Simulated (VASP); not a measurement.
OSZICAR of a VASP run on CrAl (relaxed from the zinc blende structure, space group F-43m):

### OSZICAR
```
       N       E                     dE             d eps       ncg     rms          rms(c)
DAV:   1     0.492303703369E+02    0.49230E+02   -0.73901E+03  3092   0.833E+02
DAV:   2    -0.924445903966E+01   -0.58475E+02   -0.55141E+02  2534   0.205E+02
DAV:   3    -0.107856187373E+02   -0.15412E+01   -0.14951E+01  3072   0.371E+01
DAV:   4    -0.108206319608E+02   -0.35013E-01   -0.34986E-01  3289   0.482E+00
DAV:   5    -0.108213445697E+02   -0.71261E-03   -0.71254E-03  3334   0.554E-01    0.918E+00
DAV:   6    -0.123622494919E+02   -0.15409E+01   -0.21144E+01  2566   0.454E+01    0.167E+01
DAV:   7    -0.101312868463E+02    0.22310E+01   -0.74547E+00  2546   0.325E+01    0.448E+00
DAV:   8    -0.102369802091E+02   -0.10569E+00   -0.13812E-01  2592   0.250E+00    0.215E+00
DAV:   9    -0.102682810304E+02   -0.31301E-01   -0.10430E-01  2867   0.247E+00    0.101E+00
DAV:  10    -0.102779915306E+02   -0.97105E-02   -0.11168E-02  2729   0.856E-01    0.381E-01
DAV:  11    -0.102787875772E+02   -0.79605E-03   -0.26580E-03  2974   0.302E-01    0.167E-01
DAV:  12    -0.102790181457E+02   -0.23057E-03   -0.10276E-03  2764   0.276E-01    0.587E-02
DAV:  13    -0.102790548857E+02   -0.36740E-04   -0.13542E-04  3180   0.843E-02    0.162E-02
DAV:  14    -0.102790543358E+02    0.54989E-06   -0.88706E-06  3156   0.263E-02
   1 F= -.10279054E+02 E0= -.10278939E+02  d E =-.102791E+02  mag=     4.2815
       N       E                     dE             d eps       ncg     rms          rms(c)
DAV:   1    -0.104138664663E+02   -0.13481E+00   -0.15515E+00  2638   0.169E+01    0.365E+00
DAV:   2    -0.103662064320E+02    0.47660E-01   -0.15073E+00  2673   0.141E+01    0.447E+00
DAV:   3    -0.102842684335E+02    0.81938E-01   -0.29888E-01  2629   0.655E+00    0.524E-01
DAV:   4    -0.102827181915E+02    0.15502E-02   -0.11635E-02  2898   0.850E-01    0.243E-01
DAV:   5    -0.102819841494E+02    0.73404E-03   -0.16396E-03  2774   0.196E-01    0.115E-01
DAV:   6    -0.102819474921E+02    0.36657E-04   -0.47274E-04  2877   0.213E-01    0.262E-02
DAV:   7    -0.102819537441E+02   -0.62521E-05   -0.24847E-05  3006   0.408E-02    0.134E-02
DAV:   8    -0.102819557627E+02   -0.20186E-05   -0.45452E-06  3056   0.201E-02    0.454E-03
DAV:   9    -0.102819552596E+02    0.50314E-06   -0.45701E-07  1777   0.710E-03
   2 F= -.10281955E+02 E0= -.10281824E+02  d E =-.290092E-02  mag=     4.2501
       N       E                     dE             d eps       ncg     rms          rms(c)
DAV:   1    -0.103012131997E+02   -0.19257E-01   -0.22699E-01  2650   0.653E+00    0.140E+00
DAV:   2    -0.102944750629E+02    0.67381E-02   -0.22975E-01  2719   0.542E+00    0.176E+00
DAV:   3    -0.102825169166E+02    0.11958E-01   -0.42323E-02  2669   0.244E+00    0.174E-01
DAV:   4    -0.102822358548E+02    0.28106E-03   -0.18246E-03  2847   0.352E-01    0.934E-02
DAV:   5    -0.102821285525E+02    0.10730E-03   -0.21673E-04  2679   0.873E-02    0.417E-02
DAV:   6    -0.102821225515E+02    0.60010E-05   -0.56158E-05  2973   0.691E-02    0.104E-02
DAV:   7    -0.102821229848E+02   -0.43334E-06   -0.32308E-06  2914   0.162E-02
   3 F= -.10282123E+02 E0= -.10281981E+02  d E =-.306865E-02  mag=     4.2367
       N       E                     dE             d eps       ncg     rms          rms(c)
DAV:   1    -0.102833134132E+02   -0.11909E-02   -0.14088E-02  2682   0.163E+00    0.348E-01
DAV:   2    -0.102828585148E+02    0.45490E-03   -0.14138E-02  2734   0.134E+00    0.441E-01
DAV:   3    -0.102821530516E+02    0.70546E-03   -0.25142E-03  2699   0.589E-01    0.392E-02
DAV:   4    -0.102821353266E+02    0.17725E-04   -0.11592E-04  2900   0.887E-02    0.237E-02
DAV:   5    -0.102821302455E+02    0.50811E-05   -0.13437E-05  2704   0.281E-02    0.998E-03
DAV:   6    -0.102821300872E+02    0.15825E-06   -0.23817E-06  2388   0.131E-02
   4 F= -.10282130E+02 E0= -.10281992E+02  d E =-.307575E-02  mag=     4.2402
```

**Question.** Which electronic solver shows in the log?

**Answer.** It is blocked Davidson (ALGO = Normal, or the opening steps of other solvers). The INCAR had ALGO = Normal.

**Question.** How was spin treated?

**Answer.** Collinear spin (ISPIN = 2): the summary line carries one mag value, 4.24 μB in the cell.

**Question.** Can the final energy be trusted as converged?

**Answer.** Self-consistency was reached. It stopped with EDIFF = 1E-6, NELM = 100, NSW = 60 and EDIFFG = -0.01 after 4 ionic steps (PBE GGA, plane waves, VASP's PBE PAW potentials (set 64)). Energy and stress use the plane-wave basis of the starting cell. The moments were started parallel, and other spin orders were not tried in this run.

The structure was generated: CrAl was put into the zinc blende type (F-43m), which need not be its known phase. This run relaxes it. Symmetry was kept, so distortions that lower it aren't found.
